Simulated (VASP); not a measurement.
Method: PBE GGA, VASP's PBE PAW potentials (set 64) (plane waves; VASP).

The input files of a VASP run:

**INCAR**
```
IBRION = 2   ! conjugate gradients
LMAXMIX = 6   ! l cut-off of mixed one-centre charges
LWAVE = .FALSE.
ISMEAR = 1   ! Methfessel-Paxton
ENCUT = 620   ! plane-wave cut-off (eV)
ISIF = 3   ! ions, shape and volume
LCHARG = .FALSE.
NSW = 40
GGA = PE   ! PBE
SYSTEM = HfB2
LASPH = .TRUE.
NELM = 100
ALGO = Normal   ! blocked Davidson
PREC = Accurate
EDIFF = 1E-6   ! SCF stop (eV)
SIGMA = 0.1   ! width (eV)
LREAL = .FALSE.   ! projection in real space or not
EDIFFG = -0.02   ! ionic stop
PSTRESS = 200   ! kbar
```

POSCAR:
```
HfB2
1
    1.5535068679    -2.6907530704     0.0000000000
    1.5535068679     2.6907530704     0.0000000000
    0.0000000000     0.0000000000     3.4375941674
Hf B
1 2
Direct
  0.0000000000   0.0000000000   0.0000000000
  0.3333330000   0.6666670000   0.5000000000
  0.6666670000   0.3333330000   0.5000000000
```

File KPOINTS:
```
Automatic mesh
0
G
  11 11 9
0 0 0
```

POTCAR, in this order: Hf_pv B (PBE.64 set). Program: vasp_std.

What VASP printed:

### OUTCAR
```
 ion  position               nearest neighbor table
   1  0.000  0.000  0.000-   2 2.48   3 2.48   2 2.48   3 2.48   3 2.48   3 2.48   2 2.48   2 2.48
                             3 2.48   3 2.48   2 2.48   2 2.48
   2  0.333  0.667  0.500-   3 1.79   3 1.79   3 1.79   1 2.48   1 2.48   1 2.48   1 2.48   1 2.48
                             1 2.48
   3  0.667  0.333  0.500-   2 1.79   2 1.79   2 1.79   1 2.48   1 2.48   1 2.48   1 2.48   1 2.48
                             1 2.48
  LATTYP: Found a hexagonal cell.
 ALAT       =     3.1070139482
 C/A-ratio  =     1.1063980480
 Subroutine PRICEL returns:
 Original cell was already a primitive cell.
 Subroutine GETGRP returns: Found 24 space group operations
The static configuration has the point symmetry D_6h.
The dynamic configuration has the point symmetry D_6h.
 Subroutine INISYM returns: Found 24 space group operations
 Subroutine IBZKPT returns following result:
 Found     80 irreducible k-points:

 Following reciprocal coordinates:
            Coordinates               Weight
  0.000000  0.000000  0.000000      1.000000
  0.090909 -0.000000  0.000000      6.000000
  0.181818  0.000000  0.000000      6.000000
  0.272727  0.000000  0.000000      6.000000
  0.363636  0.000000  0.000000      6.000000
  0.454545  0.000000  0.000000      6.000000
  0.090909  0.090909  0.000000      6.000000
  0.181818  0.090909  0.000000     12.000000
  0.272727  0.090909  0.000000     12.000000
  0.363636  0.090909  0.000000     12.000000
  0.454545  0.090909  0.000000      6.000000
  0.181818  0.181818  0.000000      6.000000
  0.272727  0.181818  0.000000     12.000000
  0.363636  0.181818  0.000000     12.000000
  0.272727  0.272727  0.000000      6.000000
  0.363636  0.272727  0.000000      6.000000
  0.000000  0.000000  0.111111      2.000000
  0.090909 -0.000000  0.111111     12.000000
  0.181818  0.000000  0.111111     12.000000
...
```

**OSZICAR**
```
       N       E                     dE             d eps       ncg     rms          rms(c)
DAV:   1     0.344767896856E+02    0.34477E+02   -0.94295E+03  1920   0.147E+03
DAV:   2    -0.268115784292E+02   -0.61288E+02   -0.56914E+02  2376   0.261E+02
DAV:   3    -0.287758871904E+02   -0.19643E+01   -0.19333E+01  2528   0.351E+01
DAV:   4    -0.287900131210E+02   -0.14126E-01   -0.14116E-01  2336   0.324E+00
DAV:   5    -0.287901590672E+02   -0.14595E-03   -0.14593E-03  2508   0.269E-01    0.557E+01
DAV:   6    -0.264992664347E+02    0.22909E+01   -0.51642E+00  2284   0.153E+01    0.404E+01
DAV:   7    -0.264534877240E+02    0.45779E-01   -0.17376E+00  2416   0.932E+00    0.117E+01
DAV:   8    -0.263789256048E+02    0.74562E-01   -0.51152E-01  2300   0.512E+00    0.194E+00
DAV:   9    -0.263743739932E+02    0.45516E-02   -0.33048E-02  2240   0.146E+00    0.253E-01
DAV:  10    -0.263743447477E+02    0.29246E-04   -0.85044E-04  2336   0.258E-01    0.365E-01
DAV:  11    -0.263743454610E+02   -0.71336E-06   -0.10365E-04  2336   0.820E-02    0.193E-01
DAV:  12    -0.263743409050E+02    0.45560E-05   -0.10391E-05  2376   0.289E-02    0.195E-02
DAV:  13    -0.263743410975E+02   -0.19244E-06   -0.44141E-07  1320   0.679E-03
   1 F= -.22786848E+02 E0= -.22786846E+02  d E =-.227868E+02
       N       E                     dE             d eps       ncg     rms          rms(c)
DAV:   1    -0.263234993729E+02    0.50842E-01   -0.86047E+00  1928   0.297E+01    0.903E+00
DAV:   2    -0.260867832754E+02    0.23672E+00   -0.32570E-01  1936   0.596E+00    0.539E+00
DAV:   3    -0.260174425073E+02    0.69341E-01   -0.20762E-01  2212   0.421E+00    0.426E+00
DAV:   4    -0.260160247617E+02    0.14177E-02   -0.29644E-03  2284   0.597E-01    0.345E+00
DAV:   5    -0.260142107009E+02    0.18141E-02   -0.47558E-03  2328   0.428E-01    0.482E-01
DAV:   6    -0.260142151664E+02   -0.44655E-05   -0.18395E-04  2260   0.116E-01    0.148E-01
DAV:   7    -0.260142169124E+02   -0.17461E-05   -0.20371E-05  2304   0.339E-02    0.167E-02
DAV:   8    -0.260142167212E+02    0.19125E-06   -0.15375E-06  1688   0.139E-02
   2 F= -.22725869E+02 E0= -.22725830E+02  d E =0.609788E-01
       N       E                     dE             d eps       ncg     rms          rms(c)
DAV:   1    -0.264173150930E+02   -0.40310E+00   -0.34510E+00  1936   0.188E+01    0.583E+00
DAV:   2    -0.263204978125E+02    0.96817E-01   -0.15013E-01  1936   0.393E+00    0.355E+00
DAV:   3    -0.262934614453E+02    0.27036E-01   -0.78536E-02  2232   0.254E+00    0.273E+00
DAV:   4    -0.262922106297E+02    0.12508E-02   -0.25814E-03  2280   0.457E-01    0.129E+00
DAV:   5    -0.262920944629E+02    0.11617E-03   -0.20086E-04  2332   0.104E-01    0.414E-01
DAV:   6    -0.262920836250E+02    0.10838E-04   -0.21100E-05  2368   0.323E-02    0.132E-02
DAV:   7    -0.262920832273E+02    0.39770E-06   -0.12253E-06  1580   0.779E-03
   3 F= -.22815525E+02 E0= -.22815509E+02  d E =-.286764E-01
       N       E                     dE             d eps       ncg     rms          rms(c)
DAV:   1    -0.262899108219E+02    0.21728E-02   -0.45606E-04  1960   0.214E-01    0.645E-02
DAV:   2    -0.262898987045E+02    0.12117E-04   -0.18392E-05  1984   0.437E-02    0.390E-02
DAV:   3    -0.262898956534E+02    0.30510E-05   -0.10684E-05  2252   0.296E-02    0.307E-02
DAV:   4    -0.262898956949E+02   -0.41453E-07   -0.16852E-07  1064   0.447E-03
   4 F= -.22815532E+02 E0= -.22815516E+02  d E =-.286839E-01
       N       E                     dE             d eps       ncg     rms          rms(c)
DAV:   1    -0.262896665543E+02    0.22910E-03   -0.92667E-03  2060   0.849E-01    0.135E-01
DAV:   2    -0.262895974158E+02    0.69139E-04   -0.11893E-04  2336   0.998E-02    0.567E-02
DAV:   3    -0.262895669918E+02    0.30424E-04   -0.30381E-05  2340   0.453E-02    0.172E-02
DAV:   4    -0.262895653466E+02    0.16453E-05   -0.39354E-06  2424   0.168E-02    0.101E-02
DAV:   5    -0.262895653296E+02    0.16930E-07   -0.17104E-07  1092   0.347E-03
   5 F= -.22815625E+02 E0= -.22815597E+02  d E =-.926956E-04
```

**OUTCAR**
```
------------------------ aborting loop because EDIFF is reached ----------------------------------------
  FORCE on cell =-STRESS in cart. coord.  units (eV):
  Direction    XX          YY          ZZ          XY          YZ          ZX
  --------------------------------------------------------------------------------------
  Total        3.4794634      3.4794641      3.4890397      0.0000000      0.0000000      0.0000000
  in kB      200.3179618    200.3180028    200.8692856      0.0000000      0.0000000      0.0000000
  external PRESSURE =       0.5017501 kB  Pullay stress =     200.0000000 kB
  volume of cell :       27.83
      direct lattice vectors                 reciprocal lattice vectors
     1.537970048 -2.663842536 -0.000000000     0.325103861 -0.187698782 -0.000000000
     1.537970048  2.663842536  0.000000000     0.325103861  0.187698782 -0.000000000
     0.000000000 -0.000000000  3.396382026     0.000000000 -0.000000000  0.294430954
 POSITION                                       TOTAL-FORCE (eV/Angst)
 -----------------------------------------------------------------------------------
      0.00000     -0.00000      3.39638         0.000000      0.000000      0.000000
      1.53797      0.88795      1.69819        -0.000000      0.000000      0.000000
      1.53797     -0.88795      1.69819         0.000000     -0.000000     -0.000000
 -----------------------------------------------------------------------------------
    total drift:                                0.000000      0.000000      0.000000
  FREE ENERGIE OF THE ION-ELECTRON SYSTEM (eV)
  ---------------------------------------------------
  free  energy   TOTEN  =       -26.2895653296 eV

  energy  without entropy=      -26.2894819461  energy(sigma->0) =      -26.28953754
  enthalpy is  TOTEN    =       -22.8156248782 eV   P V=        3.4739404514

 reached required accuracy - stopping structural energy minimisation
```
(Selected blocks of OUTCAR.)

### CONTCAR
```
HfB2
   1.00000000000000
     1.5379700475381202   -2.6638425356726900   -0.0000000000000000
     1.5379700475381202    2.6638425356726900    0.0000000000000000
     0.0000000000000000   -0.0000000000000000    3.3963820261170139
  Hf              B
     1     2
Direct
     0.0000000000000000    0.0000000000000000    1.0000000000000000
     0.3333330000000032    0.6666669999999968    0.5000000000000000
     0.6666669999999968    0.3333330000000032    0.5000000000000000
```

Energy and stress use the plane-wave basis of the starting cell.

The compound is HfB2 in the AlB2 type structure. This run relaxes it under an external pressure of 20 GPa. Symmetry was kept, so distortions that lower it aren't found.
